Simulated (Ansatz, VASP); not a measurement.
## Cross-check of Ru (Ruthenium) between VASP and Ansatz

Wanted: the spread between two codes on one cell, functional and k mesh. The cell is taken from a series of runs on this material, whose earlier steps may have relaxed, scaled, displaced or heated it; both programs get it as it stands.

Method: plane waves, with VASP 6.6.1 beside it; zone-centre phonons at PBEsol, in Ansatz 0.2.0.

## 1. Starting point

The structure is hexagonal, space group P6_3/mmc (No. 194). The conventional cell has a = 2.614 Å, b = 2.614 Å, c = 4.142 Å, α = 90.00°, β = 90.00°, γ = 120.00°. Ru has 12 Ru at 2.56 to 2.61 Å nearest.

## 2. Ansatz: zone-centre phonons, PBEsol

Ansatz runs on its PAW soft_1 files.

Second derivatives magnify differences that forces hide, and they need a tight electronic threshold.

Contents of input.yaml:

```yaml
crystal:
  lattice:
    - [2.6138663968, 0.0, 0.0]
    - [-1.3069331984, 2.2636747017, 0.0]
    - [0.0, 0.0, 4.1419394332]
  atoms:
    - { symbol: Ru, position: [0.3333333333, 0.6666666667, 0.25] }
    - { symbol: Ru, position: [0.6666666667, 0.3333333333, 0.75] }
kpoints:
  mp_grid: { grid: [18, 18, 12] }
hamiltonian:
  xc: pbesol
  pseudopotentials: { kind: paw, azcp: { folder: soft_1 }, xc_functional: pbe }
scf:
  occupations: { method: methfessel_paxton, width: 0.2 }
output:
  eigenvalues: true
phonons:
  method: dfpt
```

Run with:

```sh
ansatz run input.yaml --threads 4 --pin off --max-ram 10240MiB --backend cpu --events-out ev --progress --plain --runs-dir out
```

Numbers of over 12 decimals in the logs are rounded to 6 here.

The program printed:

```text
zone centre: on kpoints.mp_grid the ground state, and the responses unless they are solved on pairs of k-points, stand on 637 of the mesh's 3888 k-points, reduced under 4 symmetry operations, with k and −k counted as one. Each operation leaves every solved displacement unchanged or reverses it
Engine: ansatz 0.2.0, aarch64-unknown-linux-gnu
Pseudopotentials: kind: paw
Pseudopotential: Ru, paw, valence charge 16, recommended cutoff 420 eV (normal), soft_1/Ru.paw.azcp
Functional definition: PBEsol
  exchange = pbesol_x
  correlation = pbesol_c
Crystal: 2 atoms, lattice volume = 24.508 Å³
Basis set: ecut = 420 eV, 487 PW (Γ), exchange–correlation on 36×36×60 points (8 copies of the dense FFT grid, shifted against one another)
Bands: 20, of which v1, the nominal top of the filled ones, is band 16 counted from 1 (15 counted from 0)
Symmetry: 24 space group operations
k-points: 637 of 3888 (irreducible under 4 space group operations, time reversal used)
Non-local potential: Ru, projectors of the file, l = 0: 3, l = 1: 2, l = 2: 2, l = 3: 1
PAW form: soft (Blöchl's): semilocal exchange-correlation on the pseudo side does not see the compensation charge
PAW frozen core: Ru, regenerated for the run's functional, and the local potential with it (the file was generated under x = pbe(κ = 0.804, μ = 0.219515), c = pbe(β = 0.066725))
PAW one-centre angular grid: Ru, 590 points (default); XC on 64 Gauss nodes
Initial density: superposition of atomic densities (chi_scale 0.1, normalization cell)
Initial wavefunctions: pseudopotential atomic-orbital guess
Functional: x = pbesol(κ = 0.804, μ = 0.123457), c = pbesol(β = 0.046)
SCF iter   1: F=—  HF=-11634.179910 eV  |F-HF|=—  |Δ(HF+E_count)|=         —  Δρ=1.31e-1  dr2=3.74e0  ethr=3.10e-3  ⟨swp⟩=5.0  Hψ=112402  notcnv=0  defer=45
automatic band count: the SCF goes on with 24 bands, as 20 were too few: they end inside the smearing window of the response
preconditioner: auto → none  [metal: Δε(μ)=0.010 eV  Ē_g=12.638 eV  σ=0.200 eV  W_gap=0.04  n_scr=8 (ndim 8)  ℏωp=30.0 eV  f_vac=0.000  D(μ)=1.36/eV (n_scr^D=22)  sad-step TF]
SCF iter   2: F=—  HF=-11633.286431 eV  |F-HF|=—  |Δ(HF+E_count)|=   8.93e-1  S|Δr|=    0.00e0  Δρ=7.40e-2  dr2=1.19e0  ethr=3.10e-3  ⟨swp⟩=2.8  Hψ=29117  notcnv=0  defer=1859
SCF iter   3: F=—  HF=-11632.877737 eV  |F-HF|=—  |Δ(HF+E_count)|=   4.09e-1  S|Δr|=    0.00e0  Δρ=3.90e-3  dr2=1.54e-3  ethr=3.10e-3  ⟨swp⟩=2.1  Hψ=21858  notcnv=0  defer=1859
SCF iter   4: F=—  HF=-11632.878431 eV  |F-HF|=—  |Δ(HF+E_count)|=   6.94e-4  S|Δr|=    0.00e0  Δρ=3.31e-4  dr2=5.13e-6  ethr=4.82e-6  ⟨swp⟩=2.4  Hψ=29482  notcnv=0  defer=1766
SCF iter   5: F=—  HF=-11632.878438 eV  |F-HF|=—  |Δ(HF+E_count)|=   6.82e-6  S|Δr|=    0.00e0  Δρ=1.03e-4  dr2=1.88e-6  ethr=1.60e-8  ⟨swp⟩=2.0  Hψ=23785  notcnv=0  defer=1766
SCF iter   6: F=—  HF=-11632.878437 eV  |F-HF|=—  |Δ(HF+E_count)|=   1.16e-6  S|Δr|=    0.00e0  Δρ=7.74e-6  dr2=1.13e-8  ethr=5.88e-9  ⟨swp⟩=2.0  Hψ=21261  notcnv=0  defer=1766
SCF iter   7: F=—  HF=-11632.878437 eV  |F-HF|=—  |Δ(HF+E_count)|=   2.91e-9  S|Δr|=    0.00e0  Δρ=1.05e-6  dr2=1.69e-10  ethr=3.52e-11  ⟨swp⟩=2.7  Hψ=23449  notcnv=0  defer=1766
SCF iter   8: F=-11632.878437 eV  HF=-11632.878437 eV  |F-HF|=1.82e-12  |Δ(HF+E_count)|=  5.09e-11  S|Δr|=    0.00e0  Δρ=1.50e-7  dr2=1.28e-12  ethr=1.00e-12  ⟨swp⟩=10.1  Hψ=76292  notcnv=0
SCF 1 converged in 8 iterations: F = -11632.878437 eV  dr2 = 1.28e-12
  greatest PAW one-centre occupation: 1.000 electrons in one spin orbital (limit 2), on the Ru atom at site 1 (counted from 0), in its partial waves of l = 0
DFPT response loops at Γ: preconditioner auto → Kerker (q_TF=auto, 2.852 Å⁻¹) (partly filled bands, converged f_vac=0.000); β = 1.00, the filter's whole step (`scf.mixing.beta` (0.50) is not read by the response loops under this deck's `scf.mixing.preconditioner`; to damp them name `kerker` or `kerker_dos`, under which they read `scf.mixing.beta`, and type it under 1.00, their step now; both keys bind the ground state too); Broyden in place of MSR1
SCF converged after 8 iterations
Stability not checked: this state was not tested for a lower state beside it, because cold or Methfessel-Paxton smearing, or corrected tetrahedra, fill the levels in a way that the test cannot read (fill_not_monotonic; see scf.lower_state_search)
Free energy (F): -11632.878437 eV
Harris-Foulkes:  -11632.878437 eV  (|F-HF|=1.82e-12)
Internal energy: -11632.879076 eV  (E = F + TS)
E sigma→0 (E₀):  -11632.878597 eV
Entropy (-TS):   0.000639 eV (0.320 meV/atom)
Fermi energy:    26.267498 eV
Step filling:    the computed levels leave a gap of 0.0000 eV = 0.0 smearing widths at the electron count; against every level under it full and every level over it empty, smearing changes F+E_penalty+E_count by +0.372 meV and its σ→0 estimate by +0.212 meV
--- Per-component energies (eV) ---
  E_band       = -28.031912
  E_kinetic    = 930.360429
  E_local      = -2326.607457  (includes V_loc(G=0)·N_el)
  E_nonlocal   = 829.431562
  E_hartree    = 773.626259
  E_xc         = -341.917897
  E_vxc        = -433.990750  (∫ρ·V_xc dr)
  E_paw        = -6880.874535  (= ΣΔE_a)
  E_vpaw       = -574.479540  (= ΣTr[D̂ρ^β])
  E_aug_tail   = 0.001281  (compensation charges beyond the density's cutoff)
  E_ewald      = -4617.405311
  E_core_change = 0.506593  (= ΣΔE_core)
  E_smearing   = 0.000639  (= −TS)
  E_closure    = -0.000000  (closes the sum)
  Σ components = -11632.878437   (vs F -11632.878437, Δ=0.00e0)
--- Band table (eV; the first three rows and the last of 637) ---
  k-point 0: bands = [... 12 lower, 23.4111, 24.0191, 24.0191, 24.6503, 24.6503, 27.6380, 27.6481, 27.6481, ... 4 higher]
  k-point 1: bands = [... 12 lower, 23.3654, 23.9639, 23.9639, 24.7788, 24.7788, 27.3587, 27.6577, 27.6577, ... 4 higher]
  k-point 2: bands = [... 12 lower, 23.2397, 23.8144, 23.8144, 25.1055, 25.1055, 26.6326, 27.6671, 27.6671, ... 4 higher]
  k-point 636: bands = [... 12 lower, 23.2425, 23.2425, 24.6848, 24.6848, 28.2231, 28.2231, 32.0012, 32.0012, ... 4 higher]
--- Phonons (Γ-DFPT): 2 representative perturbations + reference, on 637 of 3888 k-points (Σ response iterations 6) ---
  k mesh reduced under 4 symmetry operations, with k and −k counted as one. Each operation leaves every solved displacement unchanged or reverses it
  ASR residual: 1.872e-5 → 0.000e0 eV/Å²; symmetrization residual: 2.363e-13 eV/Å²
  ASR residual per site (eV/Å²): 1.87e-5 1.87e-5
  Γ frequencies (cm⁻¹): 0.00 0.00 0.00 233.46 233.46 331.90
  non-analytic LO–TO correction: not included (Born effective charges unavailable; polar crystals: no LO–TO splitting at Γ)
```

## 3. VASP: zone-centre phonons, PBEsol

The same cell, functional, mesh and smearing now go to VASP, with its own data sets.

Lines of VASP's logs that name or quote its potential files are left out, and so is its time.

Contents of INCAR:

```
SYSTEM = Ru
PREC = Accurate
ENCUT = 500
EDIFF = 1E-08
NELM = 120
ISMEAR = 1
SIGMA = 0.2
LREAL = .FALSE.
ALGO = Normal
GGA = PS
NBANDS = 20
LASPH = .TRUE.
LORBIT = 11
LWAVE = .FALSE.
LCHARG = .FALSE.
ISIF = 2
IBRION = 8
GGA_COMPAT = .FALSE.
KPAR = 2
```

Contents of POSCAR:

```
Ru
1.0
    2.6138663968      0.0000000000      0.0000000000
   -1.3069331984      2.2636747017      0.0000000000
    0.0000000000      0.0000000000      4.1419394332
Ru
2
Direct
    0.3333333334      0.6666666668      0.2500000000
    0.6666666668      0.3333333334      0.7500000000
```

Contents of KPOINTS:

```
Automatic mesh
0
Gamma
18 18 12
0 0 0
```

The projector-augmented-wave data sets are Ru_pv (PBE family, release 64).

Run with:

```sh
mpirun -np 2 vasp_std
```

The program printed:

```text
[banner, memory and clock lines left out]
running    2 mpi-ranks, on    1 nodes
 distrk:  each k-point on    1 cores,    2 groups
 distr:  one band on    1 cores,    1 groups

 POSCAR found type information on POSCAR Ru
 POSCAR found :  1 types and       2 ions
|                                                                             |
|               ----> ADVICE to this user running VASP <----                  |
|                                                                             |
|     You enforced a specific xc type in the INCAR file but a different       |
|     [... a line on the potential file left out ...]
|     I HOPE YOU KNOW WHAT YOU ARE DOING!                                     |
|                                                                             |

 LDA part: xc-table for (Slater+PW92), standard interpolation
 POSCAR, INCAR and KPOINTS ok, starting setup
 FFT: planning ... GRIDC
 FFT: planning ... GRID_SOFT
 FFT: planning ... GRID
 WAVECAR not read
 entering main loop
       N       E                     dE             d eps       ncg     rms          rms(c)
DAV:   1     0.283375790062E+03    0.28338E+03   -0.17352E+04 10368   0.154E+03
DAV:   2    -0.155827492685E+02   -0.29896E+03   -0.29054E+03 10660   0.461E+02
DAV:   3    -0.215341884940E+02   -0.59514E+01   -0.59131E+01 11796   0.728E+01
DAV:   4    -0.215801860008E+02   -0.45998E-01   -0.45933E-01 13276   0.605E+00
DAV:   5    -0.215808735997E+02   -0.68760E-03   -0.68488E-03 11392   0.648E-01    0.246E+01
DAV:   6    -0.202469958265E+02    0.13339E+01   -0.28446E+00 12136   0.171E+01    0.791E+00
DAV:   7    -0.201357092545E+02    0.11129E+00   -0.74175E-01 11752   0.661E+00    0.114E+00
DAV:   8    -0.201245030296E+02    0.11206E-01   -0.29321E-02 11640   0.179E+00    0.412E-01
DAV:   9    -0.201241613760E+02    0.34165E-03   -0.52081E-04 11924   0.234E-01    0.358E-02
DAV:  10    -0.201241596775E+02    0.16985E-05   -0.14125E-04 11448   0.122E-01    0.311E-02
DAV:  11    -0.201241565582E+02    0.31193E-05   -0.15997E-05 11628   0.400E-02    0.125E-03
DAV:  12    -0.201241566659E+02   -0.10769E-06   -0.22548E-07 11776   0.448E-03    0.136E-03
DAV:  13    -0.201241566825E+02   -0.16617E-07   -0.35409E-09  7500   0.632E-04    0.312E-04
DAV:  14    -0.201241566906E+02   -0.80977E-08   -0.88028E-10  6544   0.276E-04
   1 F= -.20124157E+02 E0= -.20124369E+02  d E =0.636757E-03
 Linear response reoptimize wavefunctions to high precision
DAV:   1    -0.201241566902E+02    0.36880E-09   -0.10037E-10  6572   0.114E-04
DAV:   2    -0.201241566902E+02    0.27285E-11   -0.96664E-12  5904   0.355E-05
 Linear response DOF=           2
 Linear response progress:
  Degree of freedom:   1/  2
       N       E                     dE             d eps       ncg     rms          rms(c)
RMM:   1    -0.507627015500E+00   -0.50763E+00    0.28282E+00 46381   0.592E+01
RMM:   2    -0.609074712833E+00   -0.10145E+00   -0.11003E-01 63599   0.281E+00    0.156E-01
RMM:   3    -0.607424212326E+00    0.16505E-02   -0.34226E-03 72724   0.506E-01    0.700E-02
RMM:   4    -0.606029200242E+00    0.13950E-02   -0.50204E-04 73522   0.179E-01    0.268E-02
RMM:   5    -0.605785140549E+00    0.24406E-03   -0.46787E-05 88754   0.458E-02    0.982E-03
RMM:   6    -0.605688441752E+00    0.96699E-04   -0.47248E-05 79081   0.117E-02    0.345E-03
RMM:   7    -0.605689198376E+00   -0.75662E-06   -0.37916E-05 79462   0.566E-03    0.743E-04
RMM:   8    -0.605711517413E+00   -0.22319E-04   -0.24440E-05 92191   0.214E-03    0.314E-04
RMM:   9    -0.605717851213E+00   -0.63338E-05   -0.13339E-05 87498   0.905E-04    0.588E-05
RMM:  10    -0.605718343149E+00   -0.49194E-06   -0.73171E-06101429   0.435E-04    0.188E-05
RMM:  11    -0.605718620883E+00   -0.27773E-06   -0.39090E-06 83418   0.232E-04    0.820E-06
RMM:  12    -0.605718568815E+00    0.52068E-07   -0.22630E-06 89977   0.143E-04    0.292E-06
RMM:  13    -0.605718541926E+00    0.26889E-07   -0.13265E-06 90435   0.930E-05    0.194E-06
RMM:  14    -0.605718582779E+00   -0.40854E-07   -0.79990E-07 81804   0.707E-05    0.538E-07
RMM:  15    -0.605718598790E+00   -0.16011E-07   -0.39108E-07 88144   0.543E-05    0.162E-07
RMM:  16    -0.605718602646E+00   -0.38556E-08   -0.22067E-07 49258   0.448E-05    0.183E-07
RMM:  17    -0.605718611020E+00   -0.83739E-08   -0.13776E-07 61853   0.403E-05    0.553E-08
 first order change of Fermi-energy  -0.32231E-05
 force on displaced ion       1 direction 1 : -10.139   0.001   0.000
 Linear response progress:
  Degree of freedom:   2/  2
       N       E                     dE             d eps       ncg     rms          rms(c)
RMM:   1    -0.632487202075E+00   -0.63249E+00    0.34563E+00 15991   0.601E+01
RMM:   2    -0.747432973329E+00   -0.11495E+00   -0.12680E-01 22056   0.297E+00    0.155E-01
RMM:   3    -0.747109924113E+00    0.32305E-03   -0.11261E-03 25243   0.470E-01    0.786E-02
RMM:   4    -0.746459119391E+00    0.65080E-03   -0.30799E-04 24873   0.172E-01    0.233E-02
RMM:   5    -0.746283872512E+00    0.17525E-03    0.37330E-04 29830   0.540E-02    0.144E-02
RMM:   6    -0.746203564292E+00    0.80308E-04    0.81374E-05 26933   0.154E-02    0.603E-03
RMM:   7    -0.746193512052E+00    0.10052E-04    0.21060E-06 26279   0.852E-03    0.284E-03
RMM:   8    -0.746187649988E+00    0.58621E-05    0.23354E-05 26770   0.409E-03    0.680E-04
RMM:   9    -0.746195749713E+00   -0.80997E-05    0.94871E-06 29343   0.198E-03    0.136E-04
RMM:  10    -0.746196849049E+00   -0.10993E-05    0.12398E-05 28999   0.726E-04    0.460E-05
RMM:  11    -0.746198691807E+00   -0.18428E-05    0.16536E-07 30448   0.331E-04    0.133E-05
RMM:  12    -0.746198798547E+00   -0.10674E-06    0.56790E-07 28672   0.206E-04    0.539E-06
RMM:  13    -0.746198955539E+00   -0.15699E-06   -0.43448E-07 31762   0.131E-04    0.153E-06
RMM:  14    -0.746198958100E+00   -0.25616E-08   -0.26148E-07 30772   0.887E-05    0.128E-06
RMM:  15    -0.746199009415E+00   -0.51315E-07   -0.54041E-07 29122   0.688E-05    0.109E-06
RMM:  16    -0.746199037004E+00   -0.27589E-07   -0.41200E-07 27943   0.598E-05    0.798E-07
RMM:  17    -0.746199036822E+00    0.18142E-09   -0.45193E-07 23160   0.499E-05    0.798E-07
RMM:  18    -0.746199029582E+00    0.72405E-08   -0.22244E-07 23491   0.436E-05    0.412E-07
RMM:  19    -0.746199041348E+00   -0.11766E-07   -0.27253E-07 19380   0.400E-05    0.357E-07
RMM:  20    -0.746199028492E+00    0.12855E-07   -0.12324E-07 12603   0.378E-05    0.453E-07
RMM:  21    -0.746199042515E+00   -0.14023E-07   -0.19781E-07 21872   0.370E-05    0.216E-07
RMM:  22    -0.746199039023E+00    0.34919E-08   -0.61442E-08 25682   0.368E-05    0.365E-07
 first order change of Fermi-energy   0.89526E-04
 force on displaced ion       1 direction 3 :   0.000   0.000 -20.672
 Linear response finished
```

(Continued in part 2 of 2.)

[Lines on the potential files, build, host, timing and source positions are cut from VASP's logs without a mark.]

[Logs are printed without paths, hosts, clocks, repeated set-up lines and the standing remarks that a program may print on its own settings, such as how far it seeks lower states.]

[Hosts, paths, dates, database ids (printed as entryN), source tags and the programs' standing remarks are cut or masked in the printed files.]
